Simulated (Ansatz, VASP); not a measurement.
# HfO2: VASP beside Ansatz, part 2 of 3

Aim: how closely do two programs agree when they are given the same cell, functional and k mesh? The structure shown is the start of the Ansatz relaxation below; VASP solves that cell, so the two are compared at the walk's first step.

VASP 6.6.1 and Ansatz 0.2.0.

So far: The starting structure; Ansatz: relaxation, LDA.

## (3) VASP: single point, LDA, start cell, pair 1

Level of this step: LDA; plane waves and PAW (O, Hf_pv) (VASP).

The same cell, functional (in two slightly different forms) and mesh now go to VASP, with its own data sets.

Lines of VASP's logs that name or quote its potential files are left out, and so is its time.

Input file INCAR:

```
SYSTEM = HfO2
PREC = Accurate
ENCUT = 520
EDIFF = 1E-06
NELM = 120
ISMEAR = 0
SIGMA = 0.01
LREAL = .FALSE.
ALGO = Normal
GGA = CA
NBANDS = 56
LASPH = .TRUE.
LORBIT = 11
LWAVE = .FALSE.
LCHARG = .FALSE.
ISIF = 2
GGA_COMPAT = .FALSE.
EFERMI = MIDGAP
KPAR = 2
```

Input file POSCAR:

```
HfO2
1.0
    5.1613790000      0.0000000000     -0.0308550000
    0.0000000000      5.2017680000      0.0000000000
   -0.8973600000      0.0000000000      5.2749030000
O Hf
8 4
Direct
    0.4508435201      0.7569347576      0.4765359243
    0.5491566573      0.2569347576      0.0234639819
    0.5491564469      0.2430652424      0.5234638859
    0.4508433097      0.7430650502      0.9765358283
    0.0655699983      0.3267885073      0.3505634440
    0.9344299852      0.8267883150      0.1494364611
    0.9344299687      0.6732114927      0.6494363663
    0.0655700148      0.1732114927      0.8505635389
    0.2760545936      0.0440909706      0.2084775141
    0.7239453899      0.5440909706      0.2915223910
    0.7239454064      0.9559090294      0.7915224859
    0.2760545771      0.4559090294      0.7084774192
```

Input file KPOINTS:

```
Automatic mesh
0
Gamma
4 4 4
0 0 0
```

Potentials, in the order of the species: O and Hf_pv (LDA family, release 64).

The run is started by

```
$ mpirun -np 2 vasp_std
```

Numbers of over 12 decimals in the logs are rounded to 6 here.

The log of the run:

```text
[banner, memory and clock lines left out]
running    2 mpi-ranks, on    1 nodes
 distrk:  each k-point on    1 cores,    2 groups
 distr:  one band on    1 cores,    1 groups

 POSCAR found type information on POSCAR O Hf
 POSCAR found :  2 types and      12 ions
 LDA part: xc-table for (Slater(with rela. corr.)+CA(PZ))
 , standard interpolation
 POSCAR, INCAR and KPOINTS ok, starting setup
 FFT: planning ... GRIDC
 FFT: planning ... GRID_SOFT
 FFT: planning ... GRID
 WAVECAR not read
 entering main loop
       N       E                     dE             d eps       ncg     rms          rms(c)
DAV:   1     0.550549648021E+03    0.55055E+03   -0.50291E+04  3360   0.157E+03
DAV:   2    -0.118860735717E+03   -0.66941E+03   -0.64992E+03  4224   0.403E+02
DAV:   3    -0.153486112234E+03   -0.34625E+02   -0.34476E+02  3896   0.829E+01
DAV:   4    -0.153977217996E+03   -0.49111E+00   -0.49001E+00  4248   0.107E+01
DAV:   5    -0.153985072318E+03   -0.78543E-02   -0.78512E-02  4024   0.127E+00    0.107E+02
DAV:   6    -0.133385599671E+03    0.20599E+02   -0.11213E+02  3736   0.410E+01    0.905E+01
DAV:   7    -0.132752859989E+03    0.63274E+00   -0.63545E+00  4096   0.120E+01    0.541E+01
DAV:   8    -0.132616166122E+03    0.13669E+00   -0.60449E-01  3840   0.416E+00    0.117E+01
DAV:   9    -0.132571706256E+03    0.44460E-01   -0.18378E-01  3832   0.220E+00    0.423E+00
DAV:  10    -0.132569167034E+03    0.25392E-02   -0.15354E-02  4200   0.578E-01    0.587E-01
DAV:  11    -0.132569124654E+03    0.42380E-04   -0.18512E-03  4056   0.235E-01    0.391E-01
DAV:  12    -0.132569161852E+03   -0.37198E-04   -0.52425E-04  3936   0.105E-01    0.216E-01
DAV:  13    -0.132569138405E+03    0.23447E-04   -0.14201E-04  3872   0.495E-02    0.553E-02
DAV:  14    -0.132569137734E+03    0.67103E-06   -0.14519E-05  4512   0.200E-02    0.388E-02
DAV:  15    -0.132569137848E+03   -0.11425E-06   -0.17621E-06  2712   0.604E-03
   1 F= -.13256914E+03 E0= -.13256914E+03  d E =0.000000E+00
```

From OUTCAR (step 3):

```text
ion  position               nearest neighbor table
   1  0.451  0.757  0.477-   9 2.16  10 2.16  11 2.25  12 2.28
   2  0.549  0.257  0.023-  10 2.16   9 2.16  12 2.25  11 2.28
   3  0.549  0.243  0.523-  11 2.16  12 2.16   9 2.25  10 2.28
   4  0.451  0.743  0.977-  12 2.16  11 2.16  10 2.25   9 2.28
   5  0.066  0.327  0.351-   9 2.05  10 2.07  12 2.14
   6  0.934  0.827  0.149-  10 2.05   9 2.07  11 2.14
   7  0.934  0.673  0.649-  11 2.05  12 2.07  10 2.14
   8  0.066  0.173  0.851-  12 2.05  11 2.07   9 2.14
   9  0.276  0.044  0.208-   5 2.05   6 2.07   8 2.14   1 2.16   2 2.16   3 2.25   4 2.28  11 3.33
                            12 3.43  12 3.43  10 3.46  10 3.46  11 3.51  11 3.58
  10  0.724  0.544  0.292-   6 2.05   5 2.07   7 2.14   2 2.16   1 2.16   4 2.25   3 2.28  12 3.33
                            11 3.43  11 3.43   9 3.46   9 3.46  12 3.51  12 3.58
  11  0.724  0.956  0.792-   7 2.05   8 2.07   6 2.14   3 2.16   4 2.16   1 2.25   2 2.28   9 3.33
                            10 3.43  10 3.43  12 3.46  12 3.46   9 3.51   9 3.58
  12  0.276  0.456  0.708-   8 2.05   7 2.07   5 2.14   4 2.16   3 2.16   2 2.25   1 2.28  10 3.33
                             9 3.43   9 3.43  11 3.46  11 3.46  10 3.51  10 3.58

  LATTYP: Found a simple monoclinic cell.
 ALAT       =     5.1614712256
 B/A-ratio  =     1.0078072264
 C/A-ratio  =     1.0366593666
 COS(beta)  =    -0.1735995714

 Subroutine GETGRP returns: Found  4 space group operations
 (whereof  2 operations were pure point group operations)

The static configuration has the point symmetry S_2 .
 The point group associated with its full space group is C_2h.

 Found     30 irreducible k-points:

   k-points           NKPTS =     30   k-points in BZ     NKDIM =     30   number of bands    NBANDS=     56

   dimension x,y,z NGX =    40 NGY =   40 NGZ =   40
   dimension x,y,z NGXF=    80 NGYF=   80 NGZF=   80

   ENCUT  =  520.0 eV  38.22 Ry    6.18 a.u.   9.60  9.67  9.95*2*pi/ulx,y,z

   NELECT =      88.0000    total number of electrons

 k-points in reciprocal lattice and weights: Automatic mesh
   0.00000000  0.00000000  0.00000000       0.016
   0.25000000  0.00000000  0.00000000       0.031
   0.50000000  0.00000000  0.00000000       0.016
   0.00000000  0.25000000  0.00000000       0.031
   0.25000000  0.25000000  0.00000000       0.062
   0.50000000  0.25000000  0.00000000       0.031
   0.00000000  0.50000000  0.00000000       0.016
   0.25000000  0.50000000  0.00000000       0.031
   0.50000000  0.50000000  0.00000000       0.016
[...]
0.25000000  0.50000000  0.50000000       0.031
   0.50000000  0.50000000  0.50000000       0.016

 average (electrostatic) potential at core
       1 -71.9385       2 -71.9385       3 -71.9385       4 -71.9385       5 -71.5472
       6 -71.5472       7 -71.5472       8 -71.5472       9 -38.4637      10 -38.4637
      11 -38.4637      12 -38.4637

 E-fermi :   4.6278

 k-point     1 :       0.0000    0.0000    0.0000
  band No.  band energies     occupation
    ...
     40       1.7010      2.00000
     41       2.0779      2.00000
     42       2.1641      2.00000
     43       2.4777      2.00000
     44       2.7158      2.00000
     45       7.0590      0.00000
     46       7.4817      0.00000
     47       7.5942      0.00000
     48       7.9605      0.00000
     49       8.1703      0.00000
    ...

 k-point     2 :       0.2500    0.0000    0.0000
  band No.  band energies     occupation
    ...
     40       1.7630      2.00000
     41       1.9646      2.00000
     42       2.1165      2.00000
     43       2.1500      2.00000
     44       2.6758      2.00000
     45       6.8712      0.00000
     46       7.3062      0.00000
     47       7.5406      0.00000
     48       7.7820      0.00000
     49       8.2531      0.00000
    ...

 k-point     3 :       0.5000    0.0000    0.0000
  band No.  band energies     occupation
    ...
     40       1.8100      2.00000
     41       1.8898      2.00000
     42       2.1214      2.00000
     43       2.2153      2.00000
     44       2.6330      2.00000
     45       6.5398      0.00000
     46       7.5431      0.00000
     47       7.5534      0.00000
     48       7.5760      0.00000
     49       8.3509      0.00000
    ...

  Total      -12.7705691    -12.7348990    -12.6479662      0.0000000      0.0000000     -0.3821079
  in kB     -144.6210529   -144.2171050   -143.2326292      0.0000000      0.0000000     -4.3272028
  external PRESSURE =    -144.0235957 kB  Pullay stress =       0.0000000 kB

  energy-cutoff  :      520.00
  volume of cell :      141.48
      direct lattice vectors                 reciprocal lattice vectors
     5.161379000  0.000000000 -0.030855000     0.193943908  0.000000000  0.032993499
     0.000000000  5.201768000  0.000000000     0.000000000  0.192242330  0.000000000
    -0.897360000  0.000000000  5.274903000     0.001134455  0.000000000  0.189769938

 POSITION                                       TOTAL-FORCE (eV/Angst)
 -----------------------------------------------------------------------------------
      1.89935      3.93740      2.49977         0.119409      0.014063     -0.030385
      2.81335      1.33652      0.10683        -0.119409      0.014063      0.030385
      2.36467      1.26437      2.74428        -0.119409     -0.014063      0.030385
      1.45067      3.86525      5.13722         0.119409     -0.014063     -0.030385
      0.02385      1.69988      1.84717         0.042172      0.017118      0.081096
      4.68885      4.30076      0.75943        -0.042172      0.017118     -0.081096
      4.24017      3.50189      3.39688        -0.042172     -0.017118     -0.081096
     -0.42483      0.90101      4.48462         0.042172     -0.017118      0.081096
      1.23774      0.22935      1.09118        -0.144425      0.055536     -0.102591
      3.47496      2.83023      1.51541         0.144425      0.055536      0.102591
      3.02628      4.97242      4.15287         0.144425     -0.055536      0.102591
      0.78906      2.37153      3.72863        -0.144425     -0.055536     -0.102591
 -----------------------------------------------------------------------------------
    total drift:                               -0.000235      0.000638      0.003740

  FREE ENERGIE OF THE ION-ELECTRON SYSTEM (eV)
  ---------------------------------------------------
  free  energy   TOTEN  =      -132.5691378481 eV

  energy  without entropy=     -132.5691378481  energy(sigma->0) =     -132.56913785

 total charge
# of ion       s       p       d       tot
------------------------------------------
    1        1.544   3.506   0.000   5.051
    2        1.544   3.506   0.000   5.051
    3        1.544   3.506   0.000   5.051
    4        1.544   3.506   0.000   5.051
    5        1.550   3.519   0.000   5.069
    6        1.550   3.519   0.000   5.069
    7        1.550   3.519   0.000   5.069
    8        1.550   3.519   0.000   5.069
    9        0.313   6.616   1.475   8.404
   10        0.313   6.616   1.475   8.404
   11        0.313   6.616   1.475   8.404
   12        0.313   6.616   1.475   8.404
--------------------------------------------------
tot         13.629  54.565   5.902  74.096

[... 3 further parts left out ...]
```

Harder data sets than Hf_pv exist (the GW ones), and pressures, volumes and forces can shift noticeably with them.

## (4) Side by side

Known differences besides the potentials themselves: the two LDA forms differ slightly; fixed occupations in Ansatz, narrow Gaussian smearing in VASP; the data sets hold 152 valence electrons in Ansatz (on its PAW soft_1 files) and 88 in VASP; the cutoff is 420 eV in Ansatz and 520 eV in VASP; VASP's log shows a relativistic correction to its local exchange, Ansatz's none. Total energies have different zeros and are not compared.

Forces on 7 of the 12 atoms, those with the largest forces and the largest differences (eV/Å; atoms numbered as in POSCAR):

| atom | Ansatz x, y, z | VASP x, y, z |
| --- | --- | --- |
| O1 | 0.082, 0.011, -0.026 | 0.119, 0.014, -0.030 |
| O2 | -0.082, 0.011, 0.026 | -0.119, 0.014, 0.030 |
| O3 | -0.082, -0.011, 0.026 | -0.119, -0.014, 0.030 |
| Hf9 | -0.106, 0.045, -0.055 | -0.144, 0.056, -0.103 |
| Hf10 | 0.106, 0.045, 0.055 | 0.144, 0.056, 0.103 |
| Hf11 | 0.106, -0.045, 0.055 | 0.144, -0.056, 0.103 |
| Hf12 | -0.106, -0.045, -0.055 | -0.144, -0.056, -0.103 |

The forces differ by 27 meV/Å r.m.s., which is 33.4 % of the r.m.s. force of 0.081 eV/Å (both taken over all components).

## (5) Other set-ups

Further runs change the set-up of one program: Ansatz's method, potentials or start, or VASP's data sets, cutoff or form of LDA. The table gives that difference for each run.

| run | r.m.s. force difference (meV/Å) |
| --- | --- |
| as above | 27 |
| VASP with a cutoff of 600 eV (perhaps on Ansatz's relaxed cell) | 29 |

## (6) Ansatz: relaxation, LDA

The two programs are compared at the cell with which this relaxation starts, whose forces are those of its first step. The cell compared in this pair holds 125.46 Å³, against 141.48 Å³ for the pair before.

The structure compared here is the start of the Ansatz relaxation; VASP solves that cell, so the two are compared at the walk's first step.

Input file input.yaml:

```yaml
crystal:
  lattice:
    - [4.9246637781, 0.0, 0.0370214747]
    - [0.0, 5.1033264456, 0.0]
    - [-0.7885565881, 0.0, 4.9861496289]
  atoms:
    - { symbol: O, position: [0.4429652291, 0.7610225478, 0.4862349415] }
    - { symbol: O, position: [0.5570347709, 0.2610225478, 0.0137650585] }
    - { symbol: O, position: [0.5570347709, 0.2389774522, 0.5137650585] }
    - { symbol: O, position: [0.4429652291, 0.7389774522, 0.9862349415] }
    - { symbol: O, position: [0.0856022251, 0.3638098893, 0.3177950342] }
    - { symbol: O, position: [0.9143977749, 0.8638098893, 0.1822049658] }
    - { symbol: O, position: [0.9143977749, 0.6361901107, 0.6822049658] }
    - { symbol: O, position: [0.0856022251, 0.1361901107, 0.8177950342] }
    - { symbol: Hf, position: [0.2780042704, 0.0409708277, 0.2098586297] }
    - { symbol: Hf, position: [0.7219957296, 0.5409708277, 0.2901413703] }
    - { symbol: Hf, position: [0.7219957296, 0.9590291723, 0.7901413703] }
    - { symbol: Hf, position: [0.2780042704, 0.4590291723, 0.7098586297] }
kpoints:
  mp_grid: { grid: [4, 4, 4] }
hamiltonian:
  xc: lda
  pseudopotentials: { kind: paw, azcp: { folder: soft_1 }, xc_functional: pbe }
scf:
  occupations: { method: fixed }
output:
  forces: true
  stress: true
  eigenvalues: true
relax:
  adjacent_minimum: "off"
  f_tol: 0.001
  max_steps: 60
  cell: { stress_tol: 0.01, fix: [volume] }
```

The run is started by

```
$ ansatz run input.yaml --threads 8 --pin off --max-ram 20480MiB --backend cpu --events-out ev --progress --plain --runs-dir out
```

The log of the run:

```text
[...]
Crystal: 12 atoms, lattice volume = 125.462 Å³
Basis set: ecut = 420 eV, 2445 PW (Γ)
Bands: 92, of which v1, the nominal top of the filled ones, is band 76 counted from 1 (75 counted from 0)
Symmetry: 4 space group operations
[...]
k-points: 30 of 64
[...]
- { symbol: O, position: [0.091492, 0.373369, 0.308988] }
    - { symbol: O, position: [0.908508, 0.873369, 0.191012] }
    - { symbol: O, position: [0.908508, 0.626631, 0.691012] }
    - { symbol: O, position: [0.091492, 0.126631, 0.808988] }
    - { symbol: Hf, position: [0.277485, 0.039967, 0.211462] }
    - { symbol: Hf, position: [0.722515, 0.539967, 0.288538] }
    - { symbol: Hf, position: [0.722515, 0.960033, 0.788538] }
    - { symbol: Hf, position: [0.277485, 0.460033, 0.711462] }
[key lines of the parts left out:]
SCF converged after 7 iterations
Free energy (F): -66374.951571 eV
Fermi energy:    14.241903 eV
P = ⅓ Tr σ = 10.6163 GPa (106.163 kbar)
```

## (7) VASP: single point, LDA, start cell, pair 2

The same cell, functional (in two slightly different forms) and mesh now go to VASP, with its own data sets.

INCAR is that of step 3.

Input file POSCAR:

```
HfO2
1.0
    4.9246640000      0.0000000000      0.0370210000
    0.0000000000      5.1033260000      0.0000000000
   -0.7885570000      0.0000000000      4.9861500000
O Hf
8 4
Direct
    0.4429652273      0.7610225175      0.4862348674
    0.5570346712      0.2610225175      0.0137651333
    0.5570347727      0.2389774825      0.5137651326
    0.4429653288      0.7389774825      0.9862348667
    0.0856022932      0.3638099937      0.3177950759
    0.9143978403      0.8638099937      0.1822051237
    0.9143977068      0.6361902022      0.6822049241
    0.0856023946      0.1361902022      0.8177950751
    0.2780042566      0.0409709276      0.2098587095
    0.7219956741      0.5409709276      0.2901414916
    0.7219957434      0.9590292684      0.7901412905
    0.2780043259      0.4590292684      0.7098585084
```

KPOINTS is that of step 3.

The run is started by

```
$ mpirun -np 2 vasp_std
```

The log of the run:

```text
[... set-up lines as in an earlier step ...]
 entering main loop
       N       E                     dE             d eps       ncg     rms          rms(c)
DAV:   1     0.551768094488E+03    0.55177E+03   -0.50872E+04  3360   0.159E+03
DAV:   2    -0.119734672843E+03   -0.67150E+03   -0.65239E+03  4144   0.410E+02
DAV:   3    -0.152922333295E+03   -0.33188E+02   -0.33050E+02  3992   0.832E+01
DAV:   4    -0.153323839641E+03   -0.40151E+00   -0.40088E+00  4160   0.993E+00
[...]
DAV:  12    -0.132760563021E+03    0.23718E-05   -0.26454E-04  3872   0.826E-02    0.107E-01
DAV:  13    -0.132760555784E+03    0.72370E-05   -0.62046E-05  3848   0.361E-02    0.243E-02
DAV:  14    -0.132760555471E+03    0.31263E-06   -0.59819E-06  3576   0.118E-02
   1 F= -.13276056E+03 E0= -.13276056E+03  d E =0.000000E+00
```

Parts of OUTCAR (step 7):

```text
  Total        8.6577009      8.7224061      8.1408437      0.0000000      0.0000000      0.2654467
  in kB      110.5609811    111.3872831    103.9605869      0.0000000      0.0000000      3.3898204
  external PRESSURE =     108.6362837 kB  Pullay stress =       0.0000000 kB

 POSITION                                       TOTAL-FORCE (eV/Angst)
 -----------------------------------------------------------------------------------
      1.79803      3.88375      2.44084        -0.045258     -0.013221      0.018256
      2.73235      1.33208      0.08926         0.045258     -0.013221     -0.018256
      2.33808      1.21958      2.58233         0.045258      0.013221     -0.018256
      1.40375      3.77124      4.93391        -0.045258      0.013221      0.018256
      0.17096      1.85664      1.58774         0.034189      0.025891     -0.045517
      4.35942      4.40830      0.94235        -0.034189      0.025891      0.045517
      3.96514      3.24669      3.43543        -0.034189     -0.025891      0.045517
     -0.22332      0.69502      4.08082         0.034189     -0.025891     -0.045517
      1.20359      0.20909      1.05668         0.108135     -0.021996      0.015701
      3.32679      2.76075      1.47342        -0.108135     -0.021996     -0.015701
      2.93252      4.89424      3.96649        -0.108135      0.021996     -0.015701
      0.80931      2.34258      3.54975         0.108135      0.021996      0.015701
 -----------------------------------------------------------------------------------
    total drift:                                0.000573      0.004357     -0.007721

  FREE ENERGIE OF THE ION-ELECTRON SYSTEM (eV)
  ---------------------------------------------------
  free  energy   TOTEN  =      -132.7605554712 eV

  energy  without entropy=     -132.7605554712  energy(sigma->0) =     -132.76055547

[... 1 part as in an earlier step ...]

[... 2 further parts left out ...]
[key lines of the parts left out:]
E-fermi :   5.6664
```

The run ends at a pressure of 10.86 GPa, with forces up to 0.11 eV/Å.

## (8) Differences

What differs besides the data sets and the points named for the pairs above, as far as they apply: the data sets hold 152 valence electrons in Ansatz (on its PAW soft_1 files) and 88 in VASP. Total energies have different zeros and are not compared.

Forces on 7 of the 12 atoms, those with the largest forces and the largest differences (eV/Å; atoms numbered as in POSCAR):

```csv
atom,"Ansatz x, y, z","VASP x, y, z"
O6,"-0.043, 0.052, 0.100","-0.034, 0.026, 0.046"
O7,"-0.043, -0.052, 0.100","-0.034, -0.026, 0.046"
O8,"0.043, -0.052, -0.100","0.034, -0.026, -0.046"
Hf9,"0.103, -0.036, 0.067","0.108, -0.022, 0.016"
Hf10,"-0.103, -0.036, -0.067","-0.108, -0.022, -0.016"
Hf11,"-0.103, 0.036, -0.067","-0.108, 0.022, -0.016"
Hf12,"0.103, 0.036, 0.067","0.108, 0.022, 0.016"
```

The forces differ by 31 meV/Å r.m.s., which is 67.5 % of the r.m.s. force of 0.046 eV/Å (both taken over all components).

## (9) What the set-up changes

Further runs change the set-up of one program: Ansatz's method, potentials or start, or VASP's data sets, cutoff or form of LDA. The table gives that difference for each run.

```
                         run  r.m.s. force difference (meV/Å)
                    as above                               31
VASP with a cutoff of 600 eV (perhaps on Ansatz's relaxed cell)                               32
```

[end of part 2 of 3]

[Lines on the potential files, build, host, timing and source positions are cut from VASP's logs without a mark.]

[Logs are printed without paths, hosts, clocks, repeated set-up lines and the standing remarks that a program may print on its own settings, such as how far it seeks lower states.]

[Hosts, paths, dates, database ids (printed as entryN), source tags and the programs' standing remarks are cut or masked in the printed files.]

[Rows of further runs with another cutoff or data set may stand on the cell that Ansatz relaxed, not on the start cell of the pair above them.]
